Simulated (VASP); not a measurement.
Given:

```
CELL_PARAMETERS angstrom
      1.93241    -3.34703     0.00000
      1.93241     3.34703     0.00000
      0.00000     0.00000     4.84238
ATOMIC_POSITIONS crystal
  Pt 0.00000 0.00000 0.00000
  Se 0.33333 0.66667 0.26791
  Se 0.66667 0.33333 0.73209
```

Method: PBE GGA with D3 dispersion (zero damping), VASP's PBE PAW potentials (set 64) (plane waves; VASP 6.6.1). Run with 520 eV cut-off, 9×9×7 Γ-centred mesh, first-order Methfessel-Paxton smearing of 0.10 eV, potentials Pt Se.

The ions and cell shape at fixed volume are relaxed. Give the cell that the relaxation ends in.

```
CELL_PARAMETERS angstrom
      1.90032    -3.29145     0.00000
      1.90032     3.29145     0.00000
      0.00000     0.00000     5.00730
ATOMIC_POSITIONS crystal
  Pt 0.00000 0.00000 0.00000
  Se 0.33333 0.66667 0.25609
  Se 0.66667 0.33333 0.74391
```
Space group P-3m1 (164), at a tolerance of 0.03 Å.

How much energy does the relaxation gain?

The energy (σ→0) changes by -15.4 meV/atom, in 6 ionic steps.

```csv
step,E(σ→0) (eV),max force (eV/Å),pressure (GPa),volume (Å³)
1,-15.3246,0.496,-6.41,62.64
2,-15.3528,0.294,-4.96,62.64
3,-15.3696,0.018,-2.66,62.64
4,-15.3698,0.059,-2.35,62.64
5,-15.3708,0.018,-2.29,62.64
6,-15.3709,0.003,-2.26,62.64
```

The compound is PtSe2 in the 1T layered structure. This cell is one point of a volume scan, at 1.06 of the reference volume. Symmetry was kept, so distortions that lower it aren't found.
